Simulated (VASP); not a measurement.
Cost and result of VASP (PAW) for the lattice constant a of PbS (rock salt). Static lattice. The cost counts the five points of the equation of state, each on the mesh and cut-off of its row, so the ratios hold those differences too. With PBE it took about 40 core-seconds. Costs are core time on shared hosts, one run each; read them as rough ratios.

Unless said otherwise, spin-orbit coupling is left out, though it shifts the bands of the heavy elements here.

| level | k-mesh | cut-off (eV) | lattice constant a (Å) | cost over PBE |
|---|---|---|---|---|
| LDA | 8×8×8 | 520 | 5.848 | within a factor of 2 |
| PBE | 8×8×8 | 520 | 6.009 | reference |
| PBEsol | 8×8×8 | 520 | 5.904 | within a factor of 2 |
| r2SCAN | 8×8×8 | 520 | ? | ? |
| SCAN | 8×8×8 | 520 | ? | ? |

Problem. What belongs in the gaps?

Solution. 
- r2SCAN, lattice constant a (Å): 5.976
- r2SCAN, cost over PBE: about 5 times
- SCAN, lattice constant a (Å): 5.955
- SCAN, cost over PBE: about 6 times

Left out are levels that failed, ran on another kind of processor or have no fit band path; at most nine are shown.

The compound is PbS in the rock salt structure.
